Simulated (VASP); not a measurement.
Crystal: WC (Qusongite).

```xyz
2
Lattice="2.9065 0.0000 0.0000 -1.4532 2.5171 0.0000 0.0000 0.0000 2.8366" Properties=species:S:1:pos:R:3 pbc="T T T"
W     0.0000    0.0000    0.0000
C     1.4533    0.8390    1.4183
```

Base run:

```yaml
Program: VASP 6.6.1
Functional: LDA
Potentials_or_basis: VASP PAW LDA potentials, release 64 (W_sv, C)
Cutoff: 520 eV
k_mesh: 9 × 9 × 8
Occupations: fermi-dirac, width 0.1 eV
Spin: non-collinear spin, zero start, spin-orbit coupling
Starting_moments: "[[0.0, 0.0, 0.0], [0.0, 0.0, 0.0]] μB"
```

Its results: pressure -6.7 GPa.

Question: The run is repeated on the same cell with these changes: spin from non-collinear spin, zero start, spin-orbit coupling to no spin polarisation; further incar settings from ALGO = Normal; EDIFF = 1e-06; NBANDS = 30 to ALGO = Normal; EDIFF = 1e-07; NBANDS = 16. What comes out?

Answer: Pressure -7.3 GPa.

Not every run made on this cell is shown here.
